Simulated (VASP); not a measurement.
```
SnO2
1.0
    4.86311     0.00000     0.00000
    0.00000     4.86311     0.00000
    0.00000     0.00000     3.25519
Sn O
2 4
Cartesian
  0.00000   4.86311   0.00000
  2.43155   2.43155   1.62759
  1.49191   1.49191   3.25519
  3.92346   0.93965   1.62759
  0.93965   3.92346   1.62759
  3.37120   3.37120   0.00000
```

All values below come from revPBE GGA, VASP's PBE PAW potentials (set 64) (plane waves; VASP). Numerical set-up: 520 eV cut-off, Gaussian smearing of 0.050 eV, potentials Sn_d O.

Unless said otherwise, spin-orbit coupling is left out, though it shifts the bands of the heavy elements here.

Q: Give the energies of bands 15 to 28 at the high-symmetry points, in eV from the valence-band maximum.

A: 
```
band      Γ      X      M      Z      R      A
----  -----  -----  -----  -----  -----  -----
15    -7.86  -6.33  -5.50  -6.94  -6.70  -7.61
16    -3.81  -6.33  -5.50  -6.94  -6.70  -7.61
17    -3.81  -2.93  -3.65  -3.98  -5.23  -4.65
18    -3.69  -2.93  -3.65  -3.98  -5.23  -4.65
19    -2.79  -2.82  -2.85  -3.66  -3.94  -2.47
20    -2.00  -2.82  -2.85  -3.66  -3.94  -2.47
21    -1.95  -1.85  -1.80  -2.53  -1.62  -2.43
22    -1.25  -1.85  -1.80  -2.53  -1.62  -2.43
23    -1.25  -1.20  -1.32  -1.46  -0.98  -0.89
24    -0.72  -1.20  -1.32  -1.46  -0.98  -0.89
25    -0.72  -0.59  -0.83  -1.15  -0.76  -0.76
26     0.00  -0.59  -0.83  -1.15  -0.76  -0.76
27     0.53   3.74   4.13   5.43   5.68   4.23
28     5.59   3.74   4.13   5.43   5.68   4.23
```

The gap is direct, 0.53 eV, from the valence maximum at Γ to the conduction minimum at Γ.

The compound is SnO2 in the rutile structure. It was relaxed first, which changed the volume by +7 %.
